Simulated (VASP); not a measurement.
**CoSi₂ (space group Fm-3m): computed properties**

The numbers are results of r2SCAN+rVV10, VASP's PBE PAW potentials (set 64) (plane waves; VASP), not measurements.

```yaml
space_group: Fm-3m (225)
cell: a = b = c = 5.306 Å, α = β = γ = 90.00°
volume_per_atom: 12.45 Å³/atom
band gap (over mesh and band path): none (metal, semimetal or under 0.01 eV)
cell_moment: 0.00 μB
band_gap_with_spin_orbit_coupling: none (metallic)
density: 5.12 g/cm³
```

```xyz
3
Lattice="0.0000 2.6528 2.6528 2.6528 0.0000 2.6528 2.6528 2.6528 0.0000" Properties=species:S:1:pos:R:3 pbc="T T T"
Co     0.0000     0.0000     0.0000
Si     1.3264     1.3264     1.3264
Si     3.9792     3.9792     3.9792
```

The structure comes from a measured CoSi2 entry (Fm-3m) of the Crystallography Open Database, whose conditions weren't checked. It was relaxed first. Symmetry was kept, so distortions that lower it aren't found.
